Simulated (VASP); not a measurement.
Method: PBE GGA, VASP's PBE PAW potentials (set 64) (plane waves; VASP 6.6.1).

A VASP calculation is set up with these files.

File POSCAR:
```
YSi
3.8460020
  0.9999999304   0.0000000000   0.0000000000
 -0.4999999652   0.8660253887   0.0000000000
  0.0000000000   0.0000000000   2.0365807254
Y Si
2 2
Cartesian
  0.0000000000   0.0000000000   0.0000000000
  0.0000000000   0.0000000000   1.0182903627
 -0.0000005000   0.5773505478   0.5091451813
  0.5000004652   0.2886748409   1.5274355440
```

### KPOINTS
```
k-points along high-symmetry lines
10
Line-mode
Reciprocal
  0.000000   0.000000   0.000000 ! GAMMA
  0.500000   0.000000   0.000000 ! M

  0.500000   0.000000   0.000000 ! M
  0.333333   0.333333   0.000000 ! K

  0.333333   0.333333   0.000000 ! K
  0.000000   0.000000   0.000000 ! GAMMA

  0.000000   0.000000   0.000000 ! GAMMA
  0.000000   0.000000   0.500000 ! A

  0.000000   0.000000   0.500000 ! A
  0.500000   0.000000   0.500000 ! L

  0.500000   0.000000   0.500000 ! L
  0.333333   0.333333   0.500000 ! H

  0.333333   0.333333   0.500000 ! H
  0.000000   0.000000   0.500000 ! A

  0.500000   0.000000   0.500000 ! L
  0.500000   0.000000   0.000000 ! M

  0.333333   0.333333   0.500000 ! H
  0.333333   0.333333   0.000000 ! K
```

INCAR:
```
! general
SYSTEM =YSi
PREC   =Accurate
ENCUT  =400
LREAL  =.FALSE.   ! projection in real space or not
LASPH  =.TRUE.   ! aspherical one-centre terms
ICHARG =11   ! fixed density

! electronic loop
EDIFF  =1E-7   ! SCF stop (eV)
NELM   =100   ! most electronic steps
ALGO   =Normal   ! blocked Davidson
LMAXMIX=4   ! l cut-off of mixed one-centre charges

! smearing
ISMEAR =0
SIGMA  =0.05   ! width (eV)

! functional
GGA    =PE   ! PBE

! output
LWAVE  =.FALSE.
LCHARG =.FALSE.
LORBIT =11
```

POTCAR, in this order: Y_sv Si (PBE.64 set). Program: vasp_std. Read from the step before: CHGCAR.

Output of the run:

File OSZICAR:
```
       N       E                     dE             d eps       ncg     rms          rms(c)
DAV:   1     0.105557657092E+03    0.10556E+03   -0.12771E+04  3444   0.120E+03
DAV:   2    -0.155894359944E+02   -0.12115E+03   -0.11727E+03  4190   0.263E+02
DAV:   3    -0.249015894649E+02   -0.93122E+01   -0.89607E+01  6055   0.463E+01
DAV:   4    -0.253083092842E+02   -0.40672E+00   -0.40484E+00  4538   0.939E+00
DAV:   5    -0.253232616559E+02   -0.14952E-01   -0.14944E-01  5275   0.165E+00
DAV:   6    -0.253235508144E+02   -0.28916E-03   -0.28911E-03  4592   0.205E-01
DAV:   7    -0.253235595374E+02   -0.87230E-05   -0.87226E-05  5317   0.325E-02
DAV:   8    -0.253235597722E+02   -0.23481E-06   -0.23470E-06  4128   0.436E-03
DAV:   9    -0.253235597795E+02   -0.73105E-08   -0.75295E-08  3189   0.864E-04
   1 F= -.25323560E+02 E0= -.25321013E+02  d E =-.509268E-02
```

**OUTCAR**
```
 val. band max:        4.1760220954   @ k =   0.5000   0.0000   0.5000

 cond. band min:       4.1801308189   @ k =   0.3889   0.0000   0.0000



 k-point     1 :       0.0000    0.0000    0.0000
  band No.  band energies     occupation
      1     -38.2227      2.00000
      2     -38.2149      2.00000
      3     -18.2987      2.00000
      4     -18.1498      2.00000
      5     -18.1498      2.00000
      6     -18.1362      2.00000
      7     -18.1362      2.00000
      8     -18.1289      2.00000
      9      -4.3430      2.00000
     10      -2.8267      2.00000
     11       0.1712      2.00000
     12       3.7711      2.00000
     13       4.0558      1.99955
     14       4.0558      1.99955
     15       4.7263      0.00000
     16       5.8669      0.00000
     17       5.8669      0.00000
     18       6.2980      0.00000
     19       6.3003      0.00000

 k-point     2 :       0.0556    0.0000    0.0000
  band No.  band energies     occupation
      1     -38.2221      2.00000
      2     -38.2143      2.00000
      3     -18.2969      2.00000
      4     -18.1576      2.00000
      5     -18.1516      2.00000
      6     -18.1435      2.00000
      7     -18.1379      2.00000
      8     -18.1279      2.00000
      9      -4.3007      2.00000
     10      -2.8180      2.00000
     11       0.2263      2.00000
     12       3.8007      2.00000
     13       3.9655      2.00000
     14       4.0652      1.99882
     15       4.5538      0.00000
     16       5.9004      0.00000
     17       5.9161      0.00000
     18       5.9799      0.00000
     19       6.0133      0.00000

 k-point     3 :       0.1111    0.0000    0.0000
  band No.  band energies     occupation
      1     -38.2205      2.00000
      2     -38.2127      2.00000
      3     -18.2918      2.00000
      4     -18.1799      2.00000
      5     -18.1644      2.00000
      6     -18.1566      2.00000
      7     -18.1428      2.00000
      8     -18.1248      2.00000
...
```

The density is held fixed in this step, so its total energy and stress have no physical meaning.

The structure was generated: YSi was put into the NiAs type type (P6_3/mmc), which need not be its known phase. It was relaxed first, which changed the volume by -24 %.
